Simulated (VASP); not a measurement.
Level of theory: PBEsol GGA, VASP's PBE PAW potentials (set 64) (plane waves; VASP 6.6.1).

VASP ran on this input.

**KPOINTS**
```
Automatic mesh
0
Gamma
5 5 1
0 0 0
```

INCAR:
```
LCHARG  =  .False.
ENCUT  =  400
LMAXMIX  =  4
EDIFF  =  1E-6   ! SCF stop (eV)
LREAL  =  .False.
PREC  =  Accurate
GGA  =  PS   ! PBEsol
EDIFFG  =  -0.02
IBRION  =  2   ! conjugate gradients
NSW  =  60   ! most ionic steps
ISIF  =  4   ! ions and shape, fixed volume
ISMEAR  =  0   ! Gaussian
ALGO  =  Normal   ! blocked Davidson
LWAVE  =  .False.
NELM  =  100   ! most electronic steps
LASPH  =  .True.   ! aspherical one-centre terms
SIGMA  =  0.05   ! width (eV)
SYSTEM  =  Bi2Te3
```

### POSCAR
```
Bi2Te3
1
    4.3525829397    -0.0000000000     0.0000000000
   -2.1762914698     3.7694472224    -0.0000000000
   -0.0000000000     0.0000000000    23.8061004368
Bi Te
2 3
Direct
  0.3333330000   0.6666670000   0.4141498507
  0.0000000000   0.0000000000   0.5858501493
  0.0000000000   0.0000000000   0.3422189425
  0.6666670000   0.3333330000   0.5000000000
  0.3333330000   0.6666670000   0.6577810575
```

POTCAR, in this order: Bi_d Te (PBE.64 set). Program: vasp_std.

Output

**OUTCAR**
```
 ion  position               nearest neighbor table
   1  0.333  0.667  0.414-   3 3.04   3 3.04   3 3.04   4 3.24   4 3.24   4 3.24
   2  0.000  0.000  0.586-   5 3.04   5 3.04   5 3.04   4 3.24   4 3.24   4 3.24
   3  0.000  0.000  0.342-   1 3.04   1 3.04   1 3.04
   4  0.667  0.333  0.500-   1 3.24   2 3.24   1 3.24   2 3.24   2 3.24   1 3.24
   5  0.333  0.667  0.658-   2 3.04   2 3.04   2 3.04
  LATTYP: Found a hexagonal cell.
 ALAT       =     4.3525829397
 C/A-ratio  =     5.4694191395
 Subroutine PRICEL returns:
 Original cell was already a primitive cell.
 Subroutine GETGRP returns: Found 12 space group operations
The static configuration has the point symmetry C_3v.
 The point group associated with its full space group is D_3d.
The dynamic configuration has the point symmetry C_3v.
 Subroutine INISYM returns: Found 12 space group operations
 Subroutine IBZKPT returns following result:
 Found      5 irreducible k-points:

 Following reciprocal coordinates:
            Coordinates               Weight
  0.000000  0.000000  0.000000      1.000000
  0.200000 -0.000000  0.000000      6.000000
  0.400000 -0.000000  0.000000      6.000000
  0.200000  0.200000  0.000000      6.000000
  0.400000  0.200000  0.000000      6.000000
   k-points           NKPTS =      5   k-points in BZ     NKDIM =      5   number of bands    NBANDS=     28
   number of dos      NEDOS =    301   number of ions     NIONS =      5
   total plane-waves  NPLWV = 125440
   dimension x,y,z NGX =    28 NGY =   28 NGZ =  160
   dimension x,y,z NGXF=    56 NGYF=   56 NGZF=  320
   ions per type =               2   3
   PREC   = accura    normal or accurate (medium, high low for compatibility)
   ISTART =      0    job   : 0-new  1-cont  2-samecut
   ICHARG =      2    charge: 1-file 2-atom 10-const
   ISPIN  =      1    spin polarized calculation?
   LNONCOLLINEAR =      F non collinear calculations
   LSORBIT =      F    spin-orbit coupling
   INIWAV =      1    electr: 0-lowe 1-rand  2-diag
   ENCUT  =  400.0 eV  29.40 Ry    5.42 a.u.   7.10  7.10 38.82*2*pi/ulx,y,z
...
```

**OSZICAR**
```
       N       E                     dE             d eps       ncg     rms          rms(c)
DAV:   1     0.356646382588E+03    0.35665E+03   -0.18780E+04   360   0.116E+03
DAV:   2     0.127368520531E+02   -0.34391E+03   -0.33893E+03   356   0.305E+02
DAV:   3    -0.190036806663E+02   -0.31741E+02   -0.31385E+02   340   0.113E+02
DAV:   4    -0.203967594017E+02   -0.13931E+01   -0.13837E+01   364   0.242E+01
DAV:   5    -0.204433426203E+02   -0.46583E-01   -0.46523E-01   408   0.447E+00    0.673E+00
DAV:   6    -0.201322717153E+02    0.31107E+00   -0.69502E-01   324   0.549E+00    0.506E+00
DAV:   7    -0.201290721940E+02    0.31995E-02   -0.46801E-01   380   0.312E+00    0.117E+00
DAV:   8    -0.201237804944E+02    0.52917E-02   -0.58598E-02   336   0.140E+00    0.758E-01
DAV:   9    -0.201220630280E+02    0.17175E-02   -0.17912E-02   356   0.671E-01    0.498E-01
DAV:  10    -0.201223623202E+02   -0.29929E-03   -0.39233E-03   360   0.455E-01    0.210E-01
DAV:  11    -0.201220510877E+02    0.31123E-03   -0.15149E-03   364   0.210E-01    0.657E-02
DAV:  12    -0.201220863935E+02   -0.35306E-04   -0.40661E-04   432   0.910E-02    0.596E-02
DAV:  13    -0.201220880860E+02   -0.16925E-05   -0.24911E-05   272   0.208E-02    0.603E-02
DAV:  14    -0.201221014322E+02   -0.13346E-04   -0.14132E-05   280   0.196E-02    0.190E-02
DAV:  15    -0.201221043385E+02   -0.29063E-05   -0.37257E-05   336   0.286E-02    0.143E-02
DAV:  16    -0.201221145942E+02   -0.10256E-04   -0.91901E-06   288   0.131E-02    0.169E-02
DAV:  17    -0.201221348455E+02   -0.20251E-04   -0.85283E-06   248   0.131E-02    0.801E-03
DAV:  18    -0.201221483493E+02   -0.13504E-04   -0.41459E-06   252   0.885E-03    0.187E-02
DAV:  19    -0.201221484983E+02   -0.14900E-06   -0.63614E-07   188   0.454E-03
   1 F= -.20122148E+02 E0= -.20122148E+02  d E =-.201221E+02
       N       E                     dE             d eps       ncg     rms          rms(c)
DAV:   1    -0.201221532324E+02   -0.48831E-05   -0.42182E-01   312   0.318E+00    0.811E-02
DAV:   2    -0.201230928179E+02   -0.93959E-03   -0.10986E-02   416   0.795E-01    0.455E-02
DAV:   3    -0.201231027489E+02   -0.99310E-05   -0.24787E-04   312   0.107E-01    0.355E-02
DAV:   4    -0.201231003057E+02    0.24432E-05   -0.17944E-05   400   0.300E-02    0.247E-02
DAV:   5    -0.201230985384E+02    0.17673E-05   -0.52964E-06   268   0.202E-02    0.821E-03
DAV:   6    -0.201230996889E+02   -0.11505E-05   -0.31376E-06   248   0.127E-02    0.814E-03
DAV:   7    -0.201230998521E+02   -0.16320E-06   -0.60390E-07   176   0.808E-03
   2 F= -.20123100E+02 E0= -.20123100E+02  d E =-.951354E-03
       N       E                     dE             d eps       ncg     rms          rms(c)
DAV:   1    -0.201228762245E+02    0.22346E-03   -0.18437E-01   308   0.210E+00    0.544E-02
DAV:   2    -0.201232785300E+02   -0.40231E-03   -0.47376E-03   412   0.521E-01    0.308E-02
DAV:   3    -0.201232832329E+02   -0.47029E-05   -0.11084E-04   312   0.708E-02    0.236E-02
DAV:   4    -0.201232820622E+02    0.11708E-05   -0.75600E-06   344   0.197E-02    0.164E-02
DAV:   5    -0.201232812550E+02    0.80719E-06   -0.23800E-06   244   0.132E-02
   3 F= -.20123281E+02 E0= -.20123281E+02  d E =-.113276E-02
       N       E                     dE             d eps       ncg     rms          rms(c)
DAV:   1    -0.201233750098E+02   -0.92948E-04   -0.25305E-02   296   0.818E-01    0.407E-02
DAV:   2    -0.201234469334E+02   -0.71924E-04   -0.86550E-04   380   0.247E-01    0.158E-02
DAV:   3    -0.201234436910E+02    0.32423E-05   -0.14446E-05   376   0.298E-02    0.116E-02
DAV:   4    -0.201234425356E+02    0.11554E-05   -0.36188E-06   260   0.139E-02    0.518E-03
DAV:   5    -0.201234425941E+02   -0.58410E-07   -0.12146E-06   172   0.107E-02
   4 F= -.20123443E+02 E0= -.20123443E+02  d E =-.161339E-03
       N       E                     dE             d eps       ncg     rms          rms(c)
DAV:   1    -0.201232321640E+02    0.21037E-03   -0.22758E-01   296   0.246E+00    0.121E-01
DAV:   2    -0.201239006775E+02   -0.66851E-03   -0.80226E-03   372   0.752E-01    0.479E-02
DAV:   3    -0.201238621385E+02    0.38539E-04   -0.11407E-04   372   0.855E-02    0.370E-02
DAV:   4    -0.201238459003E+02    0.16238E-04   -0.37191E-05   352   0.438E-02    0.156E-02
DAV:   5    -0.201238427184E+02    0.31820E-05   -0.12432E-05   396   0.299E-02    0.518E-03
DAV:   6    -0.201238430248E+02   -0.30643E-06   -0.21322E-06   200   0.139E-02
   5 F= -.20123843E+02 E0= -.20123843E+02  d E =-.561770E-03
       N       E                     dE             d eps       ncg     rms          rms(c)
DAV:   1    -0.201217800645E+02    0.20627E-02   -0.91100E-01   296   0.492E+00    0.243E-01
DAV:   2    -0.201245362976E+02   -0.27562E-02   -0.32915E-02   372   0.150E+00    0.966E-02
DAV:   3    -0.201243758488E+02    0.16045E-03   -0.41919E-04   348   0.166E-01    0.758E-02
DAV:   4    -0.201243068498E+02    0.68999E-04   -0.15548E-04   388   0.887E-02    0.312E-02
DAV:   5    -0.201242932670E+02    0.13583E-04   -0.45266E-05   396   0.586E-02    0.105E-02
DAV:   6    -0.201242943156E+02   -0.10486E-05   -0.10071E-05   296   0.289E-02    0.757E-03
DAV:   7    -0.201242948309E+02   -0.51531E-06   -0.40473E-07   152   0.547E-03
   6 F= -.20124295E+02 E0= -.20124295E+02  d E =-.101358E-02
```

**OUTCAR**
```
------------------------ aborting loop because EDIFF is reached ----------------------------------------
  FORCE on cell =-STRESS in cart. coord.  units (eV):
  Direction    XX          YY          ZZ          XY          YZ          ZX
  --------------------------------------------------------------------------------------
  Total       -0.1731138     -0.1731138     -0.1088628     -0.0000000      0.0000000      0.0000000
  in kB       -0.7101160     -0.7101160     -0.4465571     -0.0000000      0.0000000      0.0000000
  external PRESSURE =      -0.6222630 kB  Pullay stress =       0.0000000 kB
  volume of cell :      390.58
      direct lattice vectors                 reciprocal lattice vectors
     4.346957028 -0.000000000  0.000000000     0.230045982  0.132817115 -0.000000000
    -2.173478514  3.764575058 -0.000000000     0.000000000  0.265634231 -0.000000000
     0.000000000  0.000000000 23.867760783    -0.000000000  0.000000000  0.041897521
 POSITION                                       TOTAL-FORCE (eV/Angst)
 -----------------------------------------------------------------------------------
     -0.00000      2.50972      9.90622        -0.000000      0.000000      0.001184
      0.00000      0.00000     13.96154         0.000000     -0.000000     -0.001184
      2.17348      3.76458      8.18333        -0.000000      0.000000      0.005599
      2.17348      1.25486     11.93388         0.000000      0.000000      0.000000
     -0.00000      2.50972     15.68443        -0.000000     -0.000000     -0.005599
 -----------------------------------------------------------------------------------
    total drift:                                0.002317     -0.001338      0.000754
  FREE ENERGIE OF THE ION-ELECTRON SYSTEM (eV)
  ---------------------------------------------------
  free  energy   TOTEN  =       -20.1242948309 eV

  energy  without entropy=      -20.1242948309  energy(sigma->0) =      -20.12429483

 reached required accuracy - stopping structural energy minimisation
```
(Selected blocks of OUTCAR.)

File CONTCAR:
```
Bi2Te3
   1.00000000000000
     4.3469570280997631   -0.0000000000029473    0.0000000000000001
    -2.1734785140024986    3.7645750581769986   -0.0000000000000000
     0.0000000000000000    0.0000000000000002   23.8677607830477747
  Bi              Te
     2     3
Direct
     0.3333330000000032    0.6666669999999968    0.4150462368260150
     0.0000000000000000    0.0000000000000000    0.5849537631739851
     1.0000000000000000    1.0000000000000000    0.3428610729493081
     0.6666669999999968    0.3333330000000032    0.5000000000000000
     0.3333330000000032    0.6666669999999968    0.6571389270506919
```

OUTCAR:
```
 val. band max:       -0.7190893457   @ k =   0.2000  -0.0000   0.0000

 cond. band min:       0.2555783464   @ k =   0.0000   0.0000   0.0000


 Fermi energy:        -0.4125005833

 k-point     1 :       0.0000    0.0000    0.0000
  band No.  band energies     occupation
      1     -23.2693      2.00000
      2     -23.2693      2.00000
      3     -23.2677      2.00000
      4     -23.2677      2.00000
      5     -23.2603      2.00000
      6     -23.2589      2.00000
      7     -23.2553      2.00000
      8     -23.2553      2.00000
      9     -23.2536      2.00000
     10     -23.2536      2.00000
     11     -13.5081      2.00000
     12     -12.9790      2.00000
     13     -11.2654      2.00000
     14      -9.3759      2.00000
     15      -8.1600      2.00000
     16      -2.4561      2.00000
     17      -1.8504      2.00000
     18      -1.8504      2.00000
     19      -1.5678      2.00000
     20      -1.5677      2.00000
     21      -1.5218      2.00000
     22      -1.1840      2.00000
     23      -1.0137      2.00000
     24      -1.0137      2.00000
     25       0.2556      0.00000
     26       0.8755      0.00000
     27       0.8755      0.00000
     28       1.6769      0.00000

 k-point     2 :       0.2000   -0.0000    0.0000
  band No.  band energies     occupation
      1     -23.2732      2.00000
      2     -23.2711      2.00000
      3     -23.2660      2.00000
      4     -23.2644      2.00000
      5     -23.2588      2.00000
      6     -23.2565      2.00000
      7     -23.2561      2.00000
      8     -23.2540      2.00000
      9     -23.2539      2.00000
     10     -23.2522      2.00000
     11     -13.1564      2.00000
     12     -12.6535      2.00000
     13     -11.0672      2.00000
     14      -9.5099      2.00000
     15      -8.6915      2.00000
     16      -3.7922      2.00000
     17      -2.8758      2.00000
     18      -2.8445      2.00000
     19      -2.6077      2.00000
     20      -2.0398      2.00000
...
```

The cell holds a wide vacuum, so values per volume refer to the whole cell. Unless said otherwise, spin-orbit coupling is left out, though it shifts the bands of the heavy elements here.

The cell is a sheet with vacuum, built from a generated structure.
